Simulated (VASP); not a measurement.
These are r2SCAN meta-GGA, VASP's PBE PAW potentials (set 64) (plane waves; VASP 6.6.1) values and carry that method's errors.

VASP ran on this input.

POSCAR:
```
TiTe
1
    0.0000000000     2.7628328301     2.7628328301
    2.8192171736     0.0000000000     2.7628328301
    2.8192171736     2.7628328301     0.0000000000
Te Ti
1 1
Direct
  1.0000000000   1.0000000000   0.0000000000
  0.5000000000   0.5000000000   0.5000000000
```

File KPOINTS:
```
Automatic mesh
0
Gamma
10 10 10
0 0 0
```

**INCAR**
```
# general
SYSTEM   =  TiTe
PREC     =  Accurate
ENCUT    =  480   # plane-wave cut-off (eV)
LREAL    =  F
LASPH    =  T

# electronic loop
EDIFF    =  1E-7   # SCF stop (eV)
NELM     =  100   # most electronic steps
ALGO     =  Normal   # blocked Davidson
LMAXMIX  =  4   # l cut-off of mixed one-centre charges
LMIXTAU  =  T

# smearing
ISMEAR   =  1   # Methfessel-Paxton
SIGMA    =  0.1   # width (eV)

# functional
METAGGA  =  R2SCAN

# ions
ISIF     =  2   # forces and stress, cell fixed

# output
LWAVE    =  F
LCHARG   =  F
```

POTCAR, in this order: Te Ti_sv (PBE.64 set). Program: vasp_std.

### Question
What will the output report for the number of irreducible k-points (NKPTS), number of bands (NBANDS), largest plane-wave count, number of space-group operations, FFT grid (NGX, NGY, NGZ)?

### Answer

```
Property                                       Value
--------------------------------------  ------------
number of irreducible k-points (NKPTS)           102
number of bands (NBANDS)                          13
largest plane-wave count                        1039
number of space-group operations                  16
FFT grid (NGX, NGY, NGZ)                28 × 28 × 28
```

The structure was generated: TiTe was put into the rocksalt type (Fm-3m), which need not be its known phase. This cell was strained or had an atom moved on purpose. VASP warned that the highest band is occupied, so more bands are needed.
